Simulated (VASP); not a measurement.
Input:

```
CELL_PARAMETERS angstrom
      5.66480     0.00000     0.00000
      0.00000     5.66480     0.00000
      0.00000     0.00000     5.66480
ATOMIC_POSITIONS crystal
  Cs 0.00000 0.00000 0.00000
  Pb 0.50000 0.50000 0.50000
  Cl 0.50000 0.00000 0.50000
  Cl 0.00000 0.50000 0.50000
  Cl 0.50000 0.50000 0.00000
```

These are PBE GGA with D3 dispersion (Becke-Johnson damping), VASP's PBE PAW potentials (set 64) (plane waves; VASP) values and carry that method's errors. Numerical set-up: 520 eV cut-off, 5×5×5 Γ-centred mesh, tetrahedra with Blöchl corrections, potentials Cs_sv Pb_d Cl.

The cores are frozen, which limits the accuracy of field gradients.

Give the principal components of the electric field gradient (V/Å²) and the asymmetry η at each nucleus.

```
atom    Vxx    Vyy   Vzz     η
----  -----  -----  ----  ----
Cs1     0.0    0.0   0.0     -
Pb2     0.0    0.0   0.0     -
Cl3   -43.8  -43.8  87.6  0.00
Cl4   -43.8  -43.8  87.6  0.00
Cl5   -43.8  -43.8  87.6  0.00
```

The compound is CsPbCl3 in the cubic perovskite structure, the ideal cubic form; the compound distorts at low or room temperature. It was relaxed first.
